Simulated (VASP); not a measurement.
Energy against volume of Ni (fcc). Computed with optB88-vdW, VASP's PBE PAW potentials (set 64) (plane waves; VASP).

```tsv
V (Å³/atom)	E (eV/atom)
10.154	-2.63524
10.478	-2.65664
10.802	-2.66342
11.126	-2.65793
11.450	-2.64223
```

Fit a third-order Birch-Murnaghan equation of state.

| Property | Result |
|---|---|
| volume per atom | 10.81 Å³/atom |
| bulk modulus | 2000 kbar |
| pressure derivative of the bulk modulus | 4.98 |
| lattice constant a | 3.510 Å |

Measured: bulk modulus 192 GPa at 0 K (computed value off by +4.2 %), as given by Daniel Mejia-Rodriguez et al., Physical Review B (2018), arXiv:1807.09216 [0 K value with the zero-point phonon effect removed]; a 3.508 Å at 0 K (computed value off by +0.1 %), as given by Daniel Mejia-Rodriguez et al., Physical Review B (2018), arXiv:1807.09216 [static lattice: zero-point anharmonic expansion removed].

The compound is Ni in the fcc structure. It was relaxed first.
